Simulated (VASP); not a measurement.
**MnGa7N8 (a cell with a defect): relaxation of the atoms with PBE**

The system is MnGa7N8 (a cell with a defect).

```xyz
16
Lattice="0.0000 0.0000 5.2441 -3.2177 -5.5733 0.0000 6.4355 0.0000 0.0000" Properties=species:S:1:pos:R:3 pbc="T T T"
Mn    4.8909   -0.8713    5.2438
Ga    1.6089   -0.9289    5.2398
Ga    3.2177   -3.7155    5.2398
Ga    0.0000   -3.7155    5.2398
Ga    0.0000   -1.8578    2.6178
Ga    3.2177   -1.8578    2.6178
Ga   -1.6089   -4.6444    2.6178
Ga    1.6089   -4.6444    2.6178
N     4.7893   -0.9855    1.9232
N     1.6089   -0.9289    1.9708
N     3.2177   -3.7155    1.9708
N     0.0000   -3.7155    1.9708
N    -0.0121   -1.8891    4.5198
N     3.1447   -1.8359    4.4812
N    -1.6089   -4.6444    4.5928
N     1.6460   -4.5666    4.5469
```

| Item | Value |
| --- | --- |
| Program | VASP 6.6.1 |
| Task | relaxation of the atoms |
| Functional | PBE |
| Potentials or basis | VASP PAW PBE potentials, release 64 (Mn_pv, Ga_d, N) |
| Cutoff | 450 eV |
| k mesh | 3 × 3 × 3 |
| Occupations | gaussian, width 0.01 eV |
| Spin | collinear spin, ferromagnetic start |
| Starting moments | [4.0, 0.0, 0.0, 0.0, 0.0, 0.0, 0.0, 0.0, 0.0, 0.0, 0.0, 0.0, 0.0, 0.0, 0.0, 0.0] μB |
| Monkhorst-Pack mesh | no |

* Energy gained by relaxing: 43.4 meV/atom
* Ionic steps: 12
* Largest force after relaxing: 0.014 eV/Å
* Band gap on the k mesh: none (metal or under the smearing width)
* Net moment: 3.00 μB per cell
* Site moments: Mn +2.76; Ga +0.03, +0.02, +0.00; N -0.04, +0.00, -0.02 μB
* Valence electrons inside the program's atomic spheres: Mn 11.72; Ga 11.74, 11.73, 11.78; N 3.67, 3.71

Forces on the atoms (eV/Å):
```
Mn  -0.001 -0.005  0.005
Ga   0.005 -0.011  0.001
Ga  -0.006 -0.001  0.000
Ga   0.000  0.001  0.003
Ga   0.006  0.007 -0.002
Ga   0.005  0.004 -0.002
Ga   0.005  0.010 -0.004
Ga  -0.011 -0.003  0.000
N   -0.005 -0.004  0.006
N    0.010  0.010 -0.001
N   -0.006 -0.005 -0.001
N    0.003  0.012  0.001
N   -0.003 -0.004 -0.003
N    0.005 -0.005 -0.005
N   -0.006 -0.006  0.004
N   -0.001  0.000 -0.002
```

Step by step:
```
step  energy change (eV)  largest force (eV/Å)  pressure (GPa)
   1              0.0000                2.7517           -9.92
   2             -0.6280                0.6381          -10.41
   3             -0.6281                0.6205          -10.41
   4             -0.6847                0.2250          -10.49
   5             -0.6852                0.2244          -10.51
   6             -0.6917                0.0839          -10.54
   7             -0.6922                0.1127          -10.54
   8             -0.6938                0.0649          -10.54
   9             -0.6941                0.0615          -10.54
  10             -0.6948                0.0270          -10.54
  11             -0.6950                0.0301          -10.54
  12             -0.6951                0.0142          -10.53
```

Final structure:
```
Mn Ga N
1.0
     0.00000    0.00000    5.24406
    -3.21772   -5.57326    0.00000
     6.43545    0.00000    0.00000
Mn Ga N
1 7 8
Direct
  0.99157 0.16560 0.83261
  0.00041 0.16092 0.33004
  0.00034 0.66780 0.83742
  0.00029 0.66817 0.33055
  0.49128 0.33459 0.16896
  0.49133 0.33399 0.66450
  0.49958 0.83305 0.16624
  0.49120 0.82970 0.66494
  0.35090 0.16594 0.83279
  0.37559 0.16582 0.33234
  0.37557 0.66608 0.83346
  0.37552 0.66674 0.33275
  0.87662 0.32870 0.15845
  0.87669 0.32838 0.66948
  0.87419 0.83233 0.16608
  0.87663 0.83977 0.66993
```

Levels at points of the mesh, in eV from the Fermi level:
Spin up:
| k point | band 71 | band 72 | band 73 | band 74 | band 75 | band 76 |
| --- | --- | --- | --- | --- | --- | --- |
| (0.00, 0.00, 0.00) | -1.09 | -1.09 | 0.38 | 0.82 | 0.82 | 1.09 |
Spin down:
| k point | band 68 | band 69 | band 70 | band 71 | band 72 | band 73 |
| --- | --- | --- | --- | --- | --- | --- |
| (0.00, 0.00, 0.00) | -1.61 | -1.14 | -1.14 | 1.10 | 1.10 | 1.13 |

Core levels (eV, on the scale of the bands):
| atom | levels |
| --- | --- |
| 1 Mn | 1s -6418.0, 2s -733.0, 2p -619.3, 3s -74.3 |
| 2 Ga | 1s -10217.4, 2s -1250.8, 2p -1087.2, 3s -137.0, 3p -87.7 |
| 3 Ga | 1s -10217.4, 2s -1250.8, 2p -1087.2, 3s -137.0, 3p -87.7 |
| 4 Ga | 1s -10217.4, 2s -1250.8, 2p -1087.2, 3s -137.0, 3p -87.7 |
| 5 Ga | 1s -10217.5, 2s -1250.8, 2p -1087.3, 3s -137.1, 3p -87.8 |
| 6 Ga | 1s -10217.5, 2s -1250.8, 2p -1087.3, 3s -137.1, 3p -87.8 |

Run time: 6.4 min on 4 MPI ranks on Intel(R) Xeon(R) Platinum 8559C (Emerald Rapids), on a shared host, peak memory 0.19 GiB a rank.

Caveat: the k mesh is coarse (spacing up to 0.40 Å⁻¹), so the values aren't converged; the cell is charged against a uniform background, so pressure and absolute levels hang on convention; the cutoff is under 1.25 times the usual one of these potentials, so pressure, stress and relaxed cells hold a basis-set (Pulay) error; only a ferromagnetic start was run, and an antiferromagnetic order may lie lower in energy. With open d or f shells a metallic result of PBE can be an artefact of self-interaction; +U or a hybrid may open a gap.
